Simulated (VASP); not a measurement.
Method: revPBE GGA, VASP's PBE PAW potentials (set 64) (plane waves; VASP 6.6.1).

VASP ran on this input.

KPOINTS:
```
Automatic mesh
0
Gamma
17 17 17
0 0 0
```

**INCAR**
```
! general
SYSTEM   =  Nb
PREC     =  Accurate
ENCUT    =  520
LREAL    =  .False.
LASPH    =  .True.

! electronic loop
EDIFF    =  1E-7
NELM     =  100
ALGO     =  Normal
LMAXMIX  =  4

! smearing
ISMEAR   =  -5

! functional
GGA      =  RE

! ions
ISIF     =  2

! output
LWAVE    =  .False.
LCHARG   =  .True.
LORBIT   =  11
NEDOS    =  601
```

POSCAR:
```
Nb
1.0
 -1.6618239986   1.6618239986   1.6618239986
  1.6618239986  -1.6618239986   1.6618239986
  1.6618239986   1.6618239986  -1.6618239986
Nb
1
direct
  0.0000000000   0.0000000000   0.0000000000
```

POTCAR, in this order: Nb_sv (PBE.64 set). Program: vasp_std.

**Question.** What will the output report for the number of irreducible k-points (NKPTS), largest plane-wave count, number of space-group operations, FFT grid (NGX, NGY, NGZ)?

**Answer.** 
```yaml
number of irreducible k-points (NKPTS): 165
largest_plane_wave_count: 531
number_of_space_group_operations: 48
FFT grid (NGX, NGY, NGZ): 24 × 24 × 24
```

The compound is Nb in the bcc structure. It was relaxed first.
